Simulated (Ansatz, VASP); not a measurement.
# VPt (P1, 2 atoms in the cell) computed with different codes at matched settings

Self-consistent single point.

```xyz
2
Lattice="2.6863 0.0000 0.0000 0.0000 2.6863 0.0000 0.0000 0.0000 3.8926" Properties=species:S:1:pos:R:3 pbc="T T T"
V      1.2673     1.2426     1.9788
Pt     0.0758     0.1006    -0.0325
```

Shared settings, as Ansatz (a first-principles code) writes them: kpoints.mp_grid.grid = 8 8 6; magnetization.spin_orbit = true; scf.occupations.method = gaussian; scf.occupations.width = 0.136 eV. Potentials and cutoffs stand in the table.

| code | model | pressure (GPa) | largest force (eV/Å) | cutoff |
|---|---|---|---|---|
| VASP | LDA (PZ), spin-orbit coupling, VASP's LDA PAW potentials (set 64) | -7.40 | 1.247 | 300 eV |
| Ansatz | LDA (PW92) with spin-orbit coupling, PAW files made with PBE | -7.95 | 1.240 | default |

The spread over the programs that give each value: pressure within 0.55 GPa; largest force within 0.007 eV/Å.

Ansatz's pressure is given at a fixed set of plane waves, as the other plane-wave codes print theirs; with its correction for the finite basis it is -7.72 GPa (the shift of 0.22 GPa shows how far the cutoff is from converged). The same LDA comes in different parametrisations, which differ slightly.

VASP's run is marked for a possible Pulay error in its stress at this cutoff; no cutoff test was made.

The starting cell comes from a database of computed structures (which also holds hypothetical and non-ambient phases and stackings), without a prior relaxation at this level. Its atoms were displaced at random from the sites of space group no. 123.

Keys are those of Ansatz 0.2.
